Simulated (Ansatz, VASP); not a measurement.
## Si2NF2 in VASP and in Ansatz

```
CELL_PARAMETERS angstrom
3.21007 0.00000 0.00000
-1.60504 2.78001 0.00000
0.00000 0.00000 7.86762
ATOMIC_POSITIONS crystal
Si 0.33333 0.66667 0.34695
Si 0.66667 0.33333 0.65305
N 0.00000 0.00000 0.50000
F 0.33333 0.66667 0.79114
F 0.66667 0.33333 0.20886
```

Change from the starting cell: species swapped into the La2GeI2 type (P-3m1, No. 164).

Alike in both runs: functional PBE; k mesh 12 × 12 × 6; occupations gaussian, width 0.1 eV; no spin polarisation.

Ansatz relaxed the structure, and its values are those at the end. VASP's run is a single point on that final structure, the one shown.

|  | VASP | Ansatz |
| --- | --- | --- |
| version | VASP 6.6.1 | Ansatz 0.2.0 |
| potentials or method | VASP PAW PBE potentials, release 64 (Si, N, F) | scalar-relativistic, plane waves, PAW |
| plane-wave cutoff (eV) | 520 | 420 |
| valence electrons in the cell | 27 | 27 |

```tsv
	VASP	Ansatz	Ansatz less VASP
gap on the k mesh at the Fermi level (eV)	none	none	-
pressure (GPa)	-0.1	0.0	+0.09
rms of the force components (eV/Å)	0.006	0.001	-0.0047
```

A gap of «none» marks a metal or a gap that the smearing closes.

Caveats: this functional lacks dispersion, which binds the layers, so the pressure and a relaxed spacing across them are unreliable; an odd number of electrons without spin polarisation forces a metal; a magnetic or distorted state may lie lower.
